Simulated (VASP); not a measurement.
One neutral C atom on a lattice site of an eleven-layer Ge(100) film (2×2 cell, both faces ended by two H an atom), against its layer, counted from the top face; all atoms relax. Energies count from layer 6. Level of theory: PBE GGA, VASP's PBE PAW potentials (set 64) (plane waves; VASP). Run with PREC = Normal, LREAL = Auto, 450 eV cut-off, 3×3×1 Γ-centred mesh, Gaussian smearing of 0.050 eV, potentials Ge C H.

| site | energy (eV) |
|---|---|
| layer 2 | ___ |
| layer 3 | ___ |
| layer 4 | 0.02 |
| layer 5 | -0.01 |
| layer 6 | 0.00 |

Q: Some entries are withheld; supply them.

A: 
- layer 2, energy (eV): -0.64
- layer 3, energy (eV): -0.15

Runs of the series that failed, ran out of time, didn't relax or are held back are left out.

The cell is a thin slab with vacuum, built from Ge (diamond).
